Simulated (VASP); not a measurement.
Data:

```yaml
crystal:
  lattice:
    - [0.00000, 2.04063, 2.04063]
    - [2.04063, 0.00000, 2.04063]
    - [2.04063, 2.04063, 0.00000]
  atoms:
    - { symbol: Ag, position: [0.00000, 0.00000, 0.00000] }
```

All values below come from r2SCAN+rVV10, VASP's PBE PAW potentials (set 64) (plane waves; VASP). Settings: 520 eV cut-off, 15×15×15 Γ-centred mesh, first-order Methfessel-Paxton smearing of 0.10 eV, potentials Ag.

Question: Estimate the energy per atom (σ→0), band gap (on the k-mesh) with the smallest direct gap where there is one.

Answer: 
- band gap (on the k-mesh): none (metal, semimetal or under 0.01 eV)
- energy per atom (σ→0): -21.031 eV/atom

The compound is Ag in the fcc structure. It was relaxed first.
